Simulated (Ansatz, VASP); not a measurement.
# Cross-check of Si2Ni between VASP and Ansatz, part 2 of 2

Wanted: the spread between two codes on one cell, functional and k mesh. The cell is taken from a series of runs on this material, whose earlier steps may have relaxed, scaled, displaced or heated it; both programs get it as it stands.

VASP 6.6.1 and Ansatz 0.2.0.

So far: Set-up; VASP: zone-centre phonons, PBEsol.

## (3) Ansatz: zone-centre phonons, PBEsol

Level of this step: Ansatz beside VASP: Kohn-Sham DFT, plane waves, PBEsol (Ansatz).

Ansatz runs on its PAW soft_1 files.

The same cell, functional, mesh and smearing now go to Ansatz, which takes its cutoff from its data sets.

The input, input.yaml:

```yaml
crystal:
  lattice:
    - [0.0, 2.6857808928, 2.6857808928]
    - [2.6857808928, 0.0, 2.6857808928]
    - [2.6857808928, 2.6857808928, 0.0]
  atoms:
    - { symbol: Si, position: [0.25, 0.25, 0.25] }
    - { symbol: Si, position: [0.75, 0.75, 0.75] }
    - { symbol: Ni, position: [0.0, 0.0, 0.0] }
kpoints:
  mp_grid: { grid: [16, 16, 16] }
hamiltonian:
  xc: pbesol
  pseudopotentials: { kind: paw, azcp: { folder: soft_1 }, xc_functional: pbe }
scf:
  occupations: { method: methfessel_paxton, width: 0.2 }
output:
  eigenvalues: true
phonons:
  method: dfpt
```

On the command line:

```
ansatz run input.yaml --threads 4 --pin off --max-ram 10240MiB --backend cpu --events-out ev --progress --plain --runs-dir out
```

Numbers of over 12 decimals in the logs are rounded to 6 here.

What it wrote:

```text
zone centre: on kpoints.mp_grid the ground state, and the responses unless they are solved on pairs of k-points, stand on 349 of the mesh's 4096 k-points, reduced under 8 symmetry operations, with k and −k counted as one. Each operation leaves every solved displacement unchanged or reverses it
Engine: ansatz 0.2.0, aarch64-unknown-linux-gnu
Pseudopotentials: kind: paw
Pseudopotential: Si, paw, valence charge 4, recommended cutoff 420 eV (normal), soft_1/Si.paw.azcp
Pseudopotential: Ni, paw, valence charge 18, recommended cutoff 420 eV (normal), soft_1/Ni.paw.azcp
Functional definition: PBEsol
  exchange = pbesol_x
  correlation = pbesol_c
Crystal: 3 atoms, lattice volume = 38.747 Å³
Basis set: ecut = 420 eV, 749 PW (Γ), exchange–correlation on 54×54×54 points (8 copies of the dense FFT grid, shifted against one another)
Bands: 17, of which v1, the nominal top of the filled ones, is band 13 counted from 1 (12 counted from 0)
Symmetry: 48 space group operations
k-points: 349 of 4096 (irreducible under 8 space group operations, time reversal used)
Non-local potential: Si, projectors of the file, l = 0: 2, l = 1: 2, l = 2: 1
Non-local potential: Ni, projectors of the file, l = 0: 3, l = 1: 2, l = 2: 3, l = 3: 1
PAW form: soft (Blöchl's): semilocal exchange-correlation on the pseudo side does not see the compensation charge
PAW frozen core: Si, regenerated for the run's functional, and the local potential with it (the file was generated under x = pbe(κ = 0.804, μ = 0.219515), c = pbe(β = 0.066725))
PAW frozen core: Ni, regenerated for the run's functional, and the local potential with it (the file was generated under x = pbe(κ = 0.804, μ = 0.219515), c = pbe(β = 0.066725))
PAW one-centre angular grid: Si, 110 points (default); XC on 64 Gauss nodes
PAW one-centre angular grid: Ni, 590 points (default); XC on 64 Gauss nodes
Initial density: superposition of atomic densities (chi_scale 0.1, normalization cell, long waves kept (reshape's long-wave potential 0.00 eV rms))
Initial wavefunctions: pseudopotential atomic-orbital guess
Functional: x = pbesol(κ = 0.804, μ = 0.123457), c = pbesol(β = 0.046)
SCF iter   1: F=—  HF=-7050.177255 eV  |F-HF|=—  |Δ(HF+E_count)|=         —  Δρ=8.32e-2  dr2=3.63e0  ethr=3.10e-3  ⟨swp⟩=5.3  Hψ=30054  notcnv=0
preconditioner: auto → Kerker (q_TF=auto, 2.553 Å⁻¹)  [metal: Δε(μ)=0.022 eV  Ē_g=8.975 eV  σ=0.200 eV  W_gap=0.09  n_scr=14 (ndim 8)  ℏωp=25.3 eV  f_vac=0.000  D(μ)=0.79/eV (n_scr^D=0)]
SCF iter   2: F=—  HF=-7049.673952 eV  |F-HF|=—  |Δ(HF+E_count)|=   5.03e-1  S|Δr|=    0.00e0  Δρ=3.96e-2  dr2=1.07e0  ethr=3.10e-3  ⟨swp⟩=2.1  Hψ=10107  notcnv=0  defer=9
SCF iter   3: F=—  HF=-7049.359233 eV  |F-HF|=—  |Δ(HF+E_count)|=   3.15e-1  S|Δr|=    0.00e0  Δρ=2.36e-2  dr2=2.26e-1  ethr=3.10e-3  ⟨swp⟩=2.7  Hψ=11284  notcnv=0  defer=9
SCF iter   4: F=—  HF=-7049.324650 eV  |F-HF|=—  |Δ(HF+E_count)|=   3.46e-2  S|Δr|=    0.00e0  Δρ=9.46e-3  dr2=2.61e-2  ethr=8.68e-4  ⟨swp⟩=2.0  Hψ=9873  notcnv=0  defer=7
SCF iter   5: F=—  HF=-7049.324379 eV  |F-HF|=—  |Δ(HF+E_count)|=   2.71e-4  S|Δr|=    0.00e0  Δρ=4.36e-3  dr2=6.86e-3  ethr=1.00e-4  ⟨swp⟩=2.1  Hψ=8621  notcnv=0  defer=7
SCF iter   6: F=—  HF=-7049.324049 eV  |F-HF|=—  |Δ(HF+E_count)|=   3.30e-4  S|Δr|=    0.00e0  Δρ=2.15e-3  dr2=1.73e-3  ethr=2.64e-5  ⟨swp⟩=1.0  Hψ=5936  notcnv=0  defer=7
SCF iter   7: F=—  HF=-7049.323907 eV  |F-HF|=—  |Δ(HF+E_count)|=   1.41e-4  S|Δr|=    0.00e0  Δρ=2.72e-4  dr2=3.36e-5  ethr=6.67e-6  ⟨swp⟩=1.1  Hψ=6023  notcnv=0  defer=7
SCF iter   8: F=—  HF=-7049.323912 eV  |F-HF|=—  |Δ(HF+E_count)|=   5.22e-6  S|Δr|=    0.00e0  Δρ=2.53e-5  dr2=3.07e-7  ethr=1.29e-7  ⟨swp⟩=2.3  Hψ=8575  notcnv=0  defer=7
SCF iter   9: F=—  HF=-7049.323931 eV  |F-HF|=—  |Δ(HF+E_count)|=   1.87e-5  S|Δr|=    0.00e0  Δρ=4.79e-6  dr2=8.06e-9  ethr=1.18e-9  ⟨swp⟩=2.0  Hψ=8961  notcnv=0  defer=7
SCF iter  10: F=—  HF=-7049.323931 eV  |F-HF|=—  |Δ(HF+E_count)|=  5.21e-10  S|Δr|=    0.00e0  Δρ=5.10e-7  dr2=8.27e-11  ethr=3.10e-11  ⟨swp⟩=2.2  Hψ=9204  notcnv=0  defer=7
SCF iter  11: F=-7049.323931 eV  HF=-7049.323931 eV  |F-HF|=0.00e0  |Δ(HF+E_count)|=  4.55e-12  S|Δr|=    0.00e0  Δρ=1.06e-7  dr2=3.81e-12  ethr=1.00e-12  ⟨swp⟩=6.1  Hψ=27624  notcnv=0
SCF 1 converged in 11 iterations: F = -7049.323931 eV  dr2 = 3.81e-12
  greatest PAW one-centre occupation: 1.000 electrons in one spin orbital (limit 2), on the Ni atom at site 2 (counted from 0), in its partial waves of l = 1
DFPT response loops at Γ: preconditioner auto → Kerker (q_TF=auto, 2.553 Å⁻¹) (partly filled bands, converged f_vac=0.000); β = 1.00, the filter's whole step (`scf.mixing.beta` (0.50) is not read by the response loops under this deck's `scf.mixing.preconditioner`; to damp them name `kerker` or `kerker_dos`, under which they read `scf.mixing.beta`, and type it under 1.00, their step now; both keys bind the ground state too); Broyden in place of MSR1
SCF converged after 11 iterations
Stability not checked: this state was not tested for a lower state beside it, because cold or Methfessel-Paxton smearing, or corrected tetrahedra, fill the levels in a way that the test cannot read (fill_not_monotonic; see scf.lower_state_search)
Free energy (F): -7049.323931 eV
Harris-Foulkes:  -7049.323931 eV  (|F-HF|=0.00e0)
Internal energy: -7049.323885 eV  (E = F + TS)
E sigma→0 (E₀):  -7049.323919 eV
Entropy (-TS):   -0.000047 eV (-0.016 meV/atom)
Fermi energy:    13.461434 eV
--- Per-component energies (eV) ---
  E_band       = -341.098646
  E_kinetic    = 430.802667
  E_local      = -4181.350223  (includes V_loc(G=0)·N_el)
  E_nonlocal   = -75.417246
  E_hartree    = 2163.489017
  E_xc         = -228.869423
  E_vxc        = -247.522509  (∫ρ·V_xc dr)
  E_paw        = -2614.184631  (= ΣΔE_a)
  E_vpaw       = -594.590487  (= ΣTr[D̂ρ^β])
  E_aug_tail   = 0.000969  (compensation charges beyond the density's cutoff)
  E_ewald      = -2544.055426
  E_core_change = 0.260411  (= ΣΔE_core)
  E_smearing   = -0.000047  (= −TS)
  E_closure    = -0.000000  (closes the sum)
  Σ components = -7049.323931   (vs F -7049.323931, Δ=0.00e0)
--- Band table (eV; the first three rows and the last of 349) ---
  k-point 0: bands = [... 9 lower, 9.8203, 13.3107, 15.1985, 15.1985, 15.1985, 15.6394, 15.6394, 15.6394]
  k-point 1: bands = [... 9 lower, 9.8085, 13.2235, 14.3914, 14.8094, 14.8094, 16.0459, 16.0459, 16.5910]
  k-point 2: bands = [... 9 lower, 9.7788, 12.5920, 14.1170, 14.2913, 14.2913, 16.4518, 16.4518, 17.5371]
  k-point 348: bands = [... 9 lower, 9.5991, 9.7238, 10.1695, 10.9441, 15.7189, 15.7189, 18.0069, 18.6887]
--- Phonons (Γ-DFPT): 2 representative perturbations + reference, on 349 of 4096 k-points (Σ response iterations 6) ---
  k mesh reduced under 8 symmetry operations, with k and −k counted as one. Each operation leaves every solved displacement unchanged or reverses it
  ASR residual: 4.312e-5 → 0.000e0 eV/Å²; symmetrization residual: 8.109e-7 eV/Å²
  ASR residual per site (eV/Å²): 2.33e-5 2.33e-5 4.31e-5
  Γ frequencies (cm⁻¹): 0.00 0.00 0.00 317.21 317.21 317.21 336.38 336.38 336.38
  non-analytic LO–TO correction: not included (Born effective charges unavailable; polar crystals: no LO–TO splitting at Γ)
```

Reading the cycles: dr2 is the Hartree energy of the density residual (eV), the measure of convergence; HF is the Harris–Foulkes estimate of the energy, which meets the free energy F at convergence.

## (4) Differences

Known differences besides the potentials themselves: the data sets hold 26 valence electrons in Ansatz (on its PAW soft_1 files) and 18 in VASP; the cutoff is 420 eV in Ansatz and 600 eV in VASP; Ansatz makes its cores anew for this functional, VASP keeps those of its PBE data sets. Total energies have different zeros and are not compared.

The two programs side by side:

| quantity | Ansatz | VASP | difference |
| --- | --- | --- | --- |
| optical mode 1 to 3 (cm⁻¹) | 317.2 | 317.6 | -0.12 % |
| optical mode 4 to 6 (cm⁻¹) | 336.4 | 335.1 | +0.39 % |

Modes are paired by rising frequency, not by their patterns, so a pair may set unlike modes beside each other; they are those without the splitting of longitudinal modes.

## (5) Results

| Item | Value |
| --- | --- |
| r.m.s. difference of the optical zone-centre modes, each program's sorted by frequency (zone-centre phonons, PBEsol) | 0.97 cm⁻¹ |

What this shows: The r.m.s. difference of the optical zone-centre modes, each program's sorted by frequency is 0.97 cm⁻¹ (zone-centre phonons, PBEsol). The data sets hold unlike numbers of valence electrons (26 in Ansatz and 18 in VASP), so part of the differences comes from the potentials. How closely two codes agree says nothing of how well the functional describes the real material.

[Lines on the potential files, build, host, timing and source positions are cut from VASP's logs without a mark.]

[Logs are printed without paths, hosts, clocks, repeated set-up lines and the standing remarks that a program may print on its own settings, such as how far it seeks lower states.]

[Hosts, paths, dates, database ids (printed as entryN), source tags and the programs' standing remarks are cut or masked in the printed files.]
